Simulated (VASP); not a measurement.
Here is the system:

```
CELL_PARAMETERS angstrom
      0.00000     2.62750     2.62750
      2.62750     0.00000     2.62750
      2.62750     2.62750     0.00000
ATOMIC_POSITIONS crystal
  Ca 0.00000 0.00000 0.00000
  F  0.25000 0.25000 0.25000
  F  0.75000 0.75000 0.75000
```

All values below come from LDA (Ceperley-Alder, Perdew-Zunger), VASP's LDA PAW potentials (set 64) (plane waves; VASP). Settings: 620 eV cut-off, 7×7×7 Γ-centred mesh, Gaussian smearing of 0.050 eV, potentials Ca_sv F.

Energy and stress use the plane-wave basis of the starting cell.

Question: The ions, cell shape and volume at an external pressure of 10.0 GPa are relaxed. Give the cell that the relaxation ends in.

Answer: 
```
CELL_PARAMETERS angstrom
      0.00000     2.59549     2.59549
      2.59549     0.00000     2.59549
      2.59549     2.59549     0.00000
ATOMIC_POSITIONS crystal
  Ca 0.00000 0.00000 0.00000
  F  0.25000 0.25000 0.25000
  F  0.75000 0.75000 0.75000
```
Space group Fm-3m (225), at a tolerance of 0.03 Å.

Question: How do energy and volume change from the first to the last step?

Answer: The energy (σ→0) changes by +20.2 meV/atom and the volume by -3.6 %, in 3 ionic steps.

The compound is CaF2 in the fluorite structure. This run relaxes it under an external pressure of 10 GPa. Symmetry was kept, so distortions that lower it aren't found.
